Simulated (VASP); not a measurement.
Here is the system:

```
CELL_PARAMETERS angstrom
      0.00000     2.04500     2.04500
      2.04500     0.00000     2.04500
      2.04500     2.04500     0.00000
ATOMIC_POSITIONS crystal
  Ag 0.00000 0.00000 0.00000
```

Computed with LDA (Ceperley-Alder, Perdew-Zunger), VASP's LDA PAW potentials (set 64) (plane waves; VASP). Run with 520 eV cut-off, 14×14×14 Γ-centred mesh, first-order Methfessel-Paxton smearing of 0.10 eV, potentials Ag.

Energy and stress use the plane-wave basis of the starting cell.

### Question
The ions, cell shape and volume are relaxed. Predict the relaxed structure.

### Answer

```
CELL_PARAMETERS angstrom
      0.00000     2.00101     2.00101
      2.00101     0.00000     2.00101
      2.00101     2.00101     0.00000
ATOMIC_POSITIONS crystal
  Ag 0.00000 0.00000 0.00000
```
Space group Fm-3m (225), at a tolerance of 0.03 Å.

### Question
How do energy and volume change from the first to the last step?

### Answer
The energy (σ→0) changes by -27.9 meV/atom and the volume by -6.3 %, in 3 ionic steps.

The compound is Ag in the fcc structure. This run relaxes it. Symmetry was kept, so distortions that lower it aren't found.
